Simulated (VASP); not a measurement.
Wanted: the native input for a VASP 6.6.1 run.

| Item | Value |
| --- | --- |
| Task | single point |
| Functional | PBE |
| Potentials or basis | VASP PAW PBE potentials, release 64 (N, Ge_d, Cl, H) |
| Cutoff | 520 eV |
| k mesh | 1 × 1 × 1 |
| Occupations | gaussian, width 0.01 eV |
| Spin | no spin polarisation |
| Further INCAR settings | ALGO = Normal; EDIFF = 1e-06; NBANDS = 24 |

The structure of NGeClH4 lies in POSCAR:

```
GeH4NCl
1.0
   13.0000000000      0.0000000000      0.0000000000
    0.0000000000     12.0000000000      0.0000000000
    0.0000000000      0.0000000000     13.0000000000
N Ge Cl H
1 1 1 4
Direct
    0.4306820000      0.5935040000      0.4471910000
    0.5386210000      0.5492350000      0.5290680000
    0.5289960000      0.3832290000      0.5825100000
    0.3628960000      0.5964550000      0.4814770000
    0.4283980000      0.5588010000      0.3772810000
    0.5364280000      0.6287060000      0.6256550000
    0.6384510000      0.5573750000      0.4683040000
```

The cell isn't the ideal one: atoms moved at random, drawn with an rms of 0.05 Å.

One way to write it, as run:

INCAR

```
SYSTEM = GeH4NCl
ALGO = Normal
EDIFF = 1E-6
ENCUT = 520
GGA = PE
ISIF = 2
ISMEAR = 0
LASPH = .TRUE.
LCHARG = .FALSE.
LREAL = .FALSE.
LWAVE = .FALSE.
NBANDS = 24
NELM = 60
PREC = Accurate
SIGMA = 0.01
```

KPOINTS

```
k-points
0
G
  1 1 1
  0 0 0
```

Potentials or basis: VASP PAW PBE potentials, release 64 (N, Ge_d, Cl, H).

Launch:

```sh
$ cat potpaw_PBE.64/N/POTCAR potpaw_PBE.64/Ge_d/POTCAR potpaw_PBE.64/Cl/POTCAR potpaw_PBE.64/H/POTCAR > POTCAR
$ mpirun -np 1 vasp_gam > vasp.out
```

Results of the run:

```yaml
Largest_force: 1.716 eV/Å
Gap_between_the_frontier_levels: 5.38 eV
```

Run time: 100 s on 1 thread of Intel(R) Xeon(R) 6975P-C (Granite Rapids) (shared host), peak memory 1.4 GiB.
